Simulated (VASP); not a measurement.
Runs of VASP 6.6.1 on BP. It takes space group F-43m (No. 216, cubic). The conventional cell has a = 4.546 Å, b = 4.546 Å, c = 4.546 Å, α = 90.00°, β = 90.00°, γ = 90.00°. B (site symmetry -43m) has 4 P at 1.97 Å as nearest neighbours. P (site symmetry -43m) is surrounded by 4 B at 1.97 Å. The cell is a database's computed one.

```tsv
level	potentials or basis	k mesh	grid for exact exchange (PRECFOCK)	screening parameter	exchange at q = 0	gap on the mesh (eV)	pressure (GPa)
HSE06	VASP PAW PBE potentials, release 64 (B, P)	10 × 10 × 10	Fast	0.2 1/A	-	(a)	-3.1
PBE0	VASP PAW PBE potentials, release 64 (B, P)	10 × 10 × 10	Fast	-	truncated	2.65	-3.1
r2SCAN	VASP PAW PBE potentials, release 64 (B, P)	14 × 14 × 14	-	-	-	1.46	-1.5
LDA	VASP PAW LDA potentials, release 64 (B, P)	14 × 14 × 14	-	-	-	1.20	(b)
```

Alike in all rows: task band structure; no spin polarisation; cell as given; cutoff (eV) 450; smearing gaussian 0.02 eV.

Estimate the missing entries.

(a) 1.99; (b) -6.1.

Caveats: the PAW data sets were made with another functional, which shifts forces and pressure a little (some runs).

Runs at the PBE level aren't shown here.
